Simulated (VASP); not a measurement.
**Al2O3 (Corundum) with LDA: from relaxation to properties**

Aim: relax Al2O3 (Corundum) with LDA, compute its properties on that cell and hold them against experiment. The steps: relaxing cell and atoms (LDA), second relaxation, single point with fields (LDA), band structure (LDA), density of states (LDA), field gradients at the nuclei (LDA), dielectric tensor and Born charges (LDA) and bands along the symmetry lines (LDA), changed input. The start is a cell from a database of measured crystal structures.

Calculated with VASP 6.6.1; LDA; plane waves and PAW (Al, O).

Experimental background.

For Al2O3, corundum (one undoped alumina crystal), “Standard Reference Material (SRM 1990) For Single Crystal Diffractometer Alignment” (2001, pmc:4865310) gives, by single-crystal X-ray diffraction: lattice constant a (a, hexagonal setting) 4.75999 ± 3e-05 Å; lattice constant c (c, hexagonal setting) 12.9948 ± 7e-05 Å.

“Multi-petahertz electron interference in Cr:Al2O3 solid-state material” (2018, pmc:5906618) quotes from earlier work for Al2O3, alpha (corundum) (high-purity reference sample): band gap (optical band gap of host from absorption) 8.7 eV [literature value quoted for a high-purity sample; optical absorption edge, temperature …].

Most raw output is cut from this account.

### Step 1. Starting point

Before any relaxation, the start is as follows. The structure is trigonal, space group R-3c (No. 167). The conventional cell has a = 4.760 Å, b = 4.760 Å, c = 12.996 Å, α = 90.00°, β = 90.00°, γ = 120.00°. Al has 6 O at 1.85 to 1.97 Å nearest. Nearest to O lie 4 Al at 1.85 to 1.97 Å. Farther neighbours and most contacts between anions are not listed.

As a file:

```cif
data_structure
_symmetry_space_group_name_H-M 'R-3c:H'
_symmetry_Int_Tables_number 167
_cell_length_a 4.7605
_cell_length_b 4.7605
_cell_length_c 12.9956
_cell_angle_alpha 90.000
_cell_angle_beta 90.000
_cell_angle_gamma 120.000
_cell_volume 255.05
loop_
_atom_site_label
_atom_site_type_symbol
_atom_site_symmetry_multiplicity
_atom_site_Wyckoff_symbol
_atom_site_fract_x
_atom_site_fract_y
_atom_site_fract_z
_atom_site_occupancy
Al1 Al 12 c 0.66667 0.33333 0.18549 1
O1 O 18 e 0.97335 0.64001 0.08333 1
```

### Step 2. Relaxing cell and atoms (LDA)

The start need not lie at this functional's minimum. ISIF = 3 frees volume, shape and positions, and EDIFFG sets the threshold on forces and stress at which the search stops. LDA, the lowest rung, knows the local density alone.

Input file INCAR:

```
SYSTEM = Al2O3
PREC = Accurate
ENCUT = 520
EDIFF = 1E-06
NELM = 100
ISMEAR = 0
SIGMA = 0.05
LREAL = .FALSE.
ALGO = Normal
GGA = CA
NBANDS = 34
LORBIT = 11
LWAVE = .FALSE.
LCHARG = .FALSE.
KPAR = 4
IBRION = 2
NSW = 60
ISIF = 3
EDIFFG = -0.01
```

Input file POSCAR:

```
Al2O3
1.0
    2.3802500000      1.3742379782      4.3318666667
   -2.3802500000      1.3742379782      4.3318666667
    0.0000000000     -2.7484759565      4.3318666667
Al O
4 6
Direct
    0.8521600000      0.8521600000      0.8521600000
    0.6478400000      0.6478400000      0.6478400000
    0.1478400000      0.1478400000      0.1478400000
    0.3521600000      0.3521600000      0.3521600000
    0.0566800000      0.7500000000      0.4433200000
    0.7500000000      0.4433200000      0.0566800000
    0.4433200000      0.0566800000      0.7500000000
    0.9433200000      0.2500000000      0.5566800000
    0.2500000000      0.5566800000      0.9433200000
    0.5566800000      0.9433200000      0.2500000000
```

Input file KPOINTS:

```
Automatic mesh
0
Gamma
6 6 6
0 0 0
```

The projector-augmented-wave data sets are Al and O (LDA family, release 64).

Command:

```sh
$ mpirun -np 4 vasp_std
```

It took 98 s on 4 MPI ranks of AMD EPYC 7R43, shared host; peak memory 0.79 GiB; 6.5 min of CPU time.

The gap is read on the k-mesh alone, so it is an upper bound where the band edges lie off the mesh. The run keeps the 12 symmetry operations of its start, so it cannot find a distortion of lower symmetry.

Step by step:

| step | energy less that of the first step (eV) | largest force (eV/Å) | pressure (GPa) | volume (Å³) |
| --- | --- | --- | --- | --- |
| 1 | 0.0000 | 0.1234 | -4.56 | 85.02 |
| 2 | -0.0028 | 0.0638 | 4.70 | 82.07 |
| 3 | -0.0234 | 0.0321 | 0.06 | 83.48 |
| 4 | -0.0234 | 0.0301 | 0.17 | 83.45 |
| 5 | -0.0237 | 0.0125 | 0.07 | 83.48 |
| 6 | -0.0237 | 0.0063 | 0.09 | 83.48 |

| conventional cell, symmetrised | before | after | change |
| --- | --- | --- | --- |
| a (Å) | 4.760 | 4.734 | -0.6 % |
| b (Å) | 4.760 | 4.734 | -0.6 % |
| c (Å) | 12.996 | 12.903 | -0.7 % |
| volume (Å³/atom) | 8.50 | 8.35 | -1.8 % |

The relaxed structure:

```cif
data_structure
_symmetry_space_group_name_H-M 'P 1'
_symmetry_Int_Tables_number 1
_cell_length_a 5.0959
_cell_length_b 5.0959
_cell_length_c 5.0959
_cell_angle_alpha 55.356
_cell_angle_beta 55.356
_cell_angle_gamma 55.356
_cell_volume 83.48
loop_
_atom_site_label
_atom_site_type_symbol
_atom_site_fract_x
_atom_site_fract_y
_atom_site_fract_z
_atom_site_occupancy
Al1 Al 0.85197 0.85197 0.85197 1
Al2 Al 0.64803 0.64803 0.64803 1
Al3 Al 0.14803 0.14803 0.14803 1
Al4 Al 0.35197 0.35197 0.35197 1
O5 O 0.05577 0.75000 0.44423 1
O6 O 0.75000 0.44423 0.05577 1
O7 O 0.44423 0.05577 0.75000 1
O8 O 0.94423 0.25000 0.55577 1
O9 O 0.25000 0.55577 0.94423 1
O10 O 0.55577 0.94423 0.25000 1
```

This step gave:

```yaml
electrons: 48
bands: 34
irreducible_k_points: 32
symmetry_operations: 12
free_energy_toten: -83.1072 eV
fermi_energy: 6.330 eV
pressure: 0.08802 GPa
metallic: no
valence_top_at_k: 0, 0, 0
conduction_bottom_at_k: 0, 0, 0
least_direct_gap_at_k: 0, 0, 0
scf_cycles_over_all_ionic_steps: 36
gap_on_the_k_mesh: 6.404 eV
least_direct_gap_on_the_k_mesh: 6.404 eV
```

It ends with a largest force of 0.006 eV/Å and a pressure of 0.09 GPa. The volume lies -1.8 % from that of the database's start, which holds the thermal and zero-point expansion of its experiment.

### Step 3. Second relaxation

The basis stayed that of the start cell while the cell moved. A rerun from the cell reached resets it; the error of the finite cutoff stays.

INCAR is that of step 2.

Input file POSCAR:

```
Al2O3
1.0
    2.3670620061      1.3666238864      4.3008486417
   -2.3670620061      1.3666238864      4.3008486417
    0.0000000000     -2.7332477729      4.3008486417
Al O
4 6
Direct
    0.8519681835      0.8519681835      0.8519681835
    0.6480318165      0.6480318165      0.6480318165
    0.1480318165      0.1480318165      0.1480318165
    0.3519681835      0.3519681835      0.3519681835
    0.0557658886      0.7500000000      0.4442341114
    0.7500000000      0.4442341114      0.0557658886
    0.4442341114      0.0557658886      0.7500000000
    0.9442341114      0.2500000000      0.5557658886
    0.2500000000      0.5557658886      0.9442341114
    0.5557658886      0.9442341114      0.2500000000
```

KPOINTS is that of step 2.

Command:

```sh
$ mpirun -np 4 vasp_std
```

It took 35 s on 4 MPI ranks; peak memory 0.77 GiB; 2.3 min of CPU time.

Little changed from the start: no atom moved by 0.005 Å and no cell edge by 0.1 %.

Numbers from this step:

```
free energy (TOTEN)             : -83.1046 eV
pressure                        : 0.05467 GPa
SCF cycles over all ionic steps : 12
```

It ends with a largest force of 0.006 eV/Å and a pressure of 0.05 GPa. The volume moved by under 0.01 %: the run met its threshold at the first step.

### Step 4. Single point with fields (LDA)

The relaxed cell gets a fresh self-consistent run, on a basis set for its own volume, to fix the density and to check the remaining stress.

Edit INCAR of step 3 so:

```diff
@@ -13,7 +13,5 @@
 LWAVE = .FALSE.
-LCHARG = .FALSE.
-KPAR = 4
-IBRION = 2
-NSW = 60
-ISIF = 3
-EDIFFG = -0.01
+LCHARG = .TRUE.
+ISIF = 2
+LELF = .TRUE.
+LVHAR = .TRUE.
```

POSCAR is that of step 3.

KPOINTS is that of step 3.

Command:

```sh
$ mpirun -np 4 vasp_std
```

Run time: 43 s. Hardware: 4 MPI ranks; peak memory 0.45 GiB; 2.8 min of CPU time.

Numbers from this step:

- SCF cycles: 12
- bands: 36
- Fermi energy: 6.236 eV
- pressure: 0.05180 GPa

Valence electrons inside each PAW sphere by angular momentum. Sphere charges, by row:

| atom | s (e) | p (e) | d (e) | tot (e) |
| --- | --- | --- | --- | --- |
| Al1 | 0.321 | 0.425 | 0 | 0.746 |
| Al2 | 0.321 | 0.425 | 0 | 0.746 |
| Al3 | 0.321 | 0.425 | 0 | 0.746 |
| Al4 | 0.321 | 0.425 | 0 | 0.746 |
| O5 | 1.537 | 3.637 | 0 | 5.173 |
| O6 | 1.537 | 3.637 | 0 | 5.173 |
| O7 | 1.537 | 3.637 | 0 | 5.173 |
| O8 | 1.537 | 3.637 | 0 | 5.173 |
| O9 | 1.537 | 3.637 | 0 | 5.173 |
| O10 | 1.537 | 3.637 | 0 | 5.173 |

Electrostatic potential energy in the ac plane of the conventional cell at fractional y = 0.000, with atoms of Al and O within 0.2 Å of it. With pseudopotentials it is smooth inside the atoms' cores, unlike the true potential.

Ten even steps from '_' (-72 eV) to '@' (6 eV), each cell a mean:
```
@@@@@@@@%%%%@@@@@@@@@@@@@@@@
%%@@@@##::::++@@@@@@@@@@@@%%
::==%%##====##@@@@@@@@%%**--
__..##@@@@@@@@@@@@@@@@%%==__
==**%%@@@@@@@@@@@@%%%%%%##==
%%@@@@@@@@@@@@@@**::::**@@%%
%%%%@@@@@@@@@@@@##====##%%%%
..==##@@@@@@@@@@@@@@@@%%**::
__..##%%%%%%@@@@@@@@@@%%==__
==**%%**--::++@@@@@@@@@@##++
@@@@@@%%====##@@@@@@@@@@@@@@
@@@@@@@@@@@@@@@@@@@@@@@@@@@@
@@@@@@@@@@@@@@@@%%%%@@@@@@@@
%%@@@@@@@@@@@@%%--::==%%@@%%
::==%%@@@@@@@@%%++--++%%**--
__..**@@@@@@@@@@@@@@@@%%==__
==**%%%%%%%%@@@@@@@@@@@@##==
%%@@%%--::--%%@@@@@@@@@@@@%%
%%%%%%++--++%%@@@@@@@@@@@@%%
..==##@@@@@@@@@@@@@@@@%%**::
__..##@@@@@@@@@@%%%%%%%%==__
==**%%@@@@@@@@%%--::==%%##++
@@@@@@@@@@@@@@%%++--++@@@@@@
@@@@@@@@@@@@@@@@@@@@@@@@@@@@
```
Columns run along a (4.7 Å; values clipped at the 3rd and 97th percentile), rows up along c (12.9 Å), edges of the conventional cell, whose origin can differ from the input's. Atoms in or near the plane, at fractional coordinates: Al at (0.00, 0.85), Al at (0.00, 0.65), Al at (0.00, 0.15), Al at (0.00, 0.35), O at (0.64, 0.42), O at (0.67, 0.08), O at (0.69, 0.75), O at (0.36, 0.58), O at (0.33, 0.92), O at (0.31, 0.25).

Valence density in the ac plane of the conventional cell at fractional y = 0.000, with atoms of Al and O within 0.2 Å of it. It is the smooth field of the valence electrons, not physical close to the nuclei.

Ten even steps from '_' (0.0 e/Å³) to '@' (6.6 e/Å³), each cell a mean:
```
________......______________
______--%%%%==______________
______::****--______________
____________________________
__________________......____
________________--@@%%--____
________________::****::____
____________________________
________......______________
______--%%%%==______________
______::++**--______________
____________________________
________________......______
______________::**@@++..____
______________..++##==..____
____________________________
______..::..________________
____..**@@**..______________
____..==##==..______________
____________________________
________________..::..______
______________::**@@++..____
______________..++##==..____
____________________________
```
Columns run along a (4.7 Å), rows up along c (12.9 Å), edges of the conventional cell, whose origin can differ from the input's. Atoms in or near the plane, at fractional coordinates: Al at (0.00, 0.85), Al at (0.00, 0.65), Al at (0.00, 0.15), Al at (0.00, 0.35), O at (0.64, 0.42), O at (0.67, 0.08), O at (0.69, 0.75), O at (0.36, 0.58), O at (0.33, 0.92), O at (0.31, 0.25).

ELF in the ac plane of the conventional cell at fractional y = 0.000, with atoms of Al and O within 0.2 Å of it. It is the smooth field of the valence electrons, not physical close to the nuclei.

Ten even steps from '_' (0.01) to '@' (0.84), each cell a mean:
```
__..--**%%%%##--....________
__--%%@@####@@##::______....
__==%%@@%%%%@@##..____..____
____--++****++::..::::::..__
__............--**%%%%%%**..
......______::##@@####@@##::
......______::##@@%%%%@@##::
____....::::..::==**##**==..
__..++##%%%%##==........____
__==@@@@####@@##::____....__
__--##@@%%%%@@**..__________
____::==****++::::::..______
__________..::++%%%%##++::__
__....______==@@%%**@@@@**..
____..______==%%@@##@@@@##..
____::::::....==******==::__
__--##%%%%##++::..........__
..++@@%%**%%@@++..____......
..==@@@@##%%%%==______......
__::**####++--..::::....____
____......__::**%%%%##**--__
__....______++@@%%**@@@@##..
____________==%%%%%%@@%%++..
______....::::--****++--..__
```
Columns run along a (4.7 Å), rows up along c (12.9 Å), edges of the conventional cell, whose origin can differ from the input's. Atoms in or near the plane, at fractional coordinates: Al at (0.00, 0.85), Al at (0.00, 0.65), Al at (0.00, 0.15), Al at (0.00, 0.35), O at (0.64, 0.42), O at (0.67, 0.08), O at (0.69, 0.75), O at (0.36, 0.58), O at (0.33, 0.92), O at (0.31, 0.25).

In this run the pressure is 0.05 GPa, small enough to go on.

### Step 5. Band structure (LDA)

Levels along the symmetry lines show where the bands peak and cross; KPOINTS_OPT computes them in the converged potential.

Input file INCAR:

```
SYSTEM = Al2O3
PREC = Accurate
ENCUT = 520
EDIFF = 1E-06
NELM = 100
ISMEAR = 0
SIGMA = 0.05
LREAL = .FALSE.
ALGO = Normal
GGA = CA
NBANDS = 48
LORBIT = 11
LWAVE = .FALSE.
LCHARG = .FALSE.
KPAR = 4
```

POSCAR is that of step 4.

KPOINTS is that of step 4.

Input file KPOINTS_OPT:

```
Line mode
12
Line-mode
Reciprocal
  0.00000000   0.00000000   0.00000000 GAMMA
  0.50000000   0.00000000   0.00000000 L

  0.50000000   0.00000000   0.00000000 L
  0.50000000   0.23397959  -0.23397959 B1

  0.76602041   0.50000000   0.23397959 B
  0.50000000   0.50000000   0.50000000 Z

  0.50000000   0.50000000   0.50000000 Z
  0.00000000   0.00000000   0.00000000 GAMMA

  0.00000000   0.00000000   0.00000000 GAMMA
  0.36698979   0.00000000  -0.36698979 X

  0.63301021   0.36698979   0.00000000 Q
  0.50000000   0.50000000   0.00000000 F

  0.50000000   0.50000000   0.00000000 F
  0.63301021   0.63301021   0.23397959 P1

  0.63301021   0.63301021   0.23397959 P1
  0.50000000   0.50000000   0.50000000 Z

  0.50000000   0.00000000   0.00000000 L
  0.76602041   0.36698979   0.36698979 P
```

Command:

```sh
$ mpirun -np 4 vasp_std
```

The job ended after 2.1 min (4 MPI ranks; peak memory 1 GiB).

This step gave:

```
bands                             : 48
Fermi energy                      : 6.275 eV
pressure                          : 0.07248 GPa
least gap on mesh and path        : 6.404 eV
least direct gap on mesh and path : 6.404 eV
```

The electronic bands at the labelled points (eV, zero at the valence-band top; v1 is the highest filled band, c1 the lowest empty one):

| point | v4 | v3 | v2 | v1 | c1 | c2 | c3 | c4 |
| --- | --- | --- | --- | --- | --- | --- | --- | --- |
| Γ | -0.52 | -0.04 | -0.04 | 0.00 | 6.40 | 9.07 | 10.76 | 11.52 |
| 0.45 of the way | -0.78 | -0.43 | -0.13 | -0.10 | 7.45 | 9.93 | 10.14 | 10.77 |
| L | -0.94 | -0.94 | -0.28 | -0.28 | 9.45 | 9.45 | 9.72 | 9.72 |
| 0.55 of the way | -0.87 | -0.87 | -0.33 | -0.33 | 9.39 | 9.39 | 9.89 | 9.89 |
| B1 | -0.88 | -0.88 | -0.52 | -0.52 | 9.70 | 9.70 | 10.12 | 10.12 |
| jump to B | -0.88 | -0.88 | -0.52 | -0.52 | 9.70 | 9.70 | 10.12 | 10.12 |
| 0.45 of the way | -0.94 | -0.94 | -0.58 | -0.58 | 9.53 | 9.53 | 10.68 | 10.68 |
| Z | -0.39 | -0.39 | -0.39 | -0.39 | 8.73 | 8.73 | 10.99 | 10.99 |
| 0.45 of the way | -0.53 | -0.53 | -0.13 | -0.13 | 7.48 | 9.16 | 10.54 | 11.49 |
| Γ | -0.52 | -0.04 | -0.04 | 0.00 | 6.40 | 9.07 | 10.76 | 11.52 |
| 0.55 of the way | -0.89 | -0.56 | -0.22 | -0.10 | 8.24 | 9.69 | 10.17 | 10.46 |
| X | -0.92 | -0.89 | -0.59 | -0.29 | 9.52 | 9.57 | 9.70 | 10.08 |
| jump to Q | -0.92 | -0.89 | -0.59 | -0.29 | 9.52 | 9.57 | 9.70 | 10.08 |
| 0.55 of the way | -0.98 | -0.90 | -0.77 | -0.27 | 9.51 | 9.79 | 9.82 | 10.25 |
| F | -1.05 | -0.94 | -0.77 | -0.26 | 9.44 | 9.82 | 9.94 | 10.45 |
| 0.45 of the way | -1.06 | -0.90 | -0.79 | -0.31 | 9.53 | 9.82 | 10.01 | 10.36 |
| P1 | -1.06 | -0.89 | -0.77 | -0.48 | 9.71 | 9.78 | 10.21 | 10.45 |
| 0.55 of the way | -0.76 | -0.70 | -0.51 | -0.50 | 9.20 | 9.21 | 10.72 | 11.09 |
| Z | -0.39 | -0.39 | -0.39 | -0.39 | 8.73 | 8.73 | 10.99 | 10.99 |
| jump to L | -0.94 | -0.94 | -0.28 | -0.28 | 9.45 | 9.45 | 9.72 | 9.72 |
| 0.55 of the way | -1.10 | -0.84 | -0.50 | -0.40 | 9.27 | 9.56 | 9.99 | 10.22 |
| P | -1.06 | -0.89 | -0.77 | -0.48 | 9.71 | 9.78 | 10.21 | 10.45 |

Of the projections kept (Al, O), the largest for each band there; the rest of the weight can lie on other orbitals:

| point | v4 | v3 | v2 | v1 | c1 | c2 | c3 | c4 |
| --- | --- | --- | --- | --- | --- | --- | --- | --- |
| Γ | O 0.98 | O 0.97 | O 0.97 | O 0.96 | O 0.59 | Al 0.61 | Al 0.73 | Al 0.60 |
| L | O 0.96 | O 0.96 | O 0.98 | O 0.98 | O 0.59 | O 0.59 | Al 0.54 | Al 0.54 |
| B1 | O 0.97 | O 0.97 | O 0.97 | O 0.97 | Al 0.50 | Al 0.50 | O 0.56 | O 0.56 |
| B | O 0.97 | O 0.97 | O 0.97 | O 0.97 | Al 0.50 | Al 0.50 | O 0.56 | O 0.56 |
| Z | O 0.98 | O 0.98 | O 0.98 | O 0.98 | O 0.61 | O 0.61 | Al 0.83 | Al 0.83 |
| Γ | O 0.98 | O 0.97 | O 0.97 | O 0.96 | O 0.59 | Al 0.61 | Al 0.73 | Al 0.60 |

The path finds the gap of the mesh within 0.02 eV, so the mesh comes close to both band edges.

### Step 6. Density of states (LDA)

Here the states are counted by energy and projected on the atoms. The mesh is finer than in the run before.

Edit INCAR of step 5 so:

```diff
@@ -5,3 +5,3 @@
 NELM = 100
-ISMEAR = 0
+ISMEAR = -5
 SIGMA = 0.05
@@ -15 +15,2 @@
 KPAR = 4
+NEDOS = 2001
```

POSCAR is that of step 5.

Input file KPOINTS:

```
Automatic mesh
0
Gamma
9 9 9
0 0 0
```

Command:

```sh
$ mpirun -np 4 vasp_std
```

Wall time 1.8 min (4 MPI ranks); peak memory 1.2 GiB.

Numbers from this step:

- irreducible k-points: 85
- Fermi energy: 6.038 eV
- pressure: 0.07240 GPa

The density of states has structure finer than the step of the table below, so its rows give means over 1 eV, whole bins alone (the curve runs from -12.0 to 12.1 eV). Peaks (eV: height): total -1.3: 13.8, -1.0: 10.2, -0.8: 12.0, -0.3: 14.4; O p -1.3: 9.62, -1.0: 7.2, -0.8: 8.52, -0.3: 10.7; Al p -5.2: 0.522, -2.4: 0.557, 10.2: 0.534, 11.5: 0.505; Al s -6.3: 0.764, 9.8: 0.892, 10.2: 1.04, 10.6: 1.16.

States under -12.0 eV and over 12.1 eV are left out. Density of states against energy, zero at the valence-band top; means over each step; values in states/eV/cell:

| energy (eV) | total | O p | Al p | Al s |
| --- | --- | --- | --- | --- |
| -8 | 0 | 0 | 0 | 0 |
| -7 | 0.611 | 0.269 | 0.0146 | 0.0904 |
| -6 | 4.50 | 2.06 | 0.178 | 0.494 |
| -5 | 3.78 | 1.86 | 0.244 | 0.160 |
| -4 | 4.28 | 2.26 | 0.257 | 0.0929 |
| -3 | 4.11 | 2.39 | 0.220 | 0.0930 |
| -2 | 6.95 | 4.52 | 0.300 | 0.0798 |
| -1 | 8.67 | 6.11 | 0.177 | 0.0290 |
| 0 | 3.33 | 2.48 | 0.0608 | 0.0137 |
| 1 | 0 | 0 | 0 | 0 |
| 2 | 0 | 0 | 0 | 0 |
| 3 | 0 | 0 | 0 | 0 |
| 4 | 0 | 0 | 0 | 0 |
| 5 | 0 | 0 | 0 | 0 |
| 6 | 5.0e-4 | 0 | 0 | 1.1e-4 |
| 7 | 0.142 | 0.0125 | 0.00199 | 0.0285 |
| 8 | 0.414 | 0.0633 | 0.0127 | 0.0699 |
| 9 | 1.53 | 0.219 | 0.101 | 0.222 |
| 10 | 4.91 | 0.620 | 0.417 | 0.785 |
| 11 | 4.48 | 0.650 | 0.413 | 0.657 |

The gap on this mesh is 6.40 eV. In the top eV of the valence band the largest shares in the PAW spheres are O p 73 %. The rest lies in smaller channels or between the spheres.

### Step 7. Field gradients at the nuclei (LDA)

Field gradients probe how far the charge around each nucleus departs from cubic symmetry; LASPH keeps the non-spherical terms inside the spheres.

Input file INCAR:

```
SYSTEM = Al2O3
PREC = Accurate
ENCUT = 520
EDIFF = 1E-07
NELM = 100
ISMEAR = 0
SIGMA = 0.05
LREAL = .FALSE.
ALGO = Normal
GGA = CA
NBANDS = 34
LORBIT = 11
LWAVE = .FALSE.
LCHARG = .FALSE.
KPAR = 4
LEFG = .TRUE.
LASPH = .TRUE.
```

POSCAR is that of step 6.

Input file KPOINTS:

```
Automatic mesh
0
Gamma
6 6 6
0 0 0
```

Command:

```sh
$ mpirun -np 4 vasp_std
```

It took 36 s on 4 MPI ranks; peak memory 0.75 GiB; 2.3 min of CPU time.

Numbers from this step:

```yaml
scf_cycles: 14
bands: 34
irreducible_k_points: 32
fermi_energy: 6.330 eV
pressure: 0.09624 GPa
```

[end of part 1 of 2]

[Lines on the potential files, build, host, timing and source positions are cut from VASP's logs without a mark.]

[Logs are printed without paths, hosts, clocks, repeated set-up lines and the standing remarks that a program may print on its own settings, such as how far it seeks lower states.]

[Hosts, paths, dates, database ids (printed as entryN), source tags and the programs' standing remarks are cut or masked in the printed files.]

[A measured line is paired with the nearest computed mode of its activity, which favours agreement.]
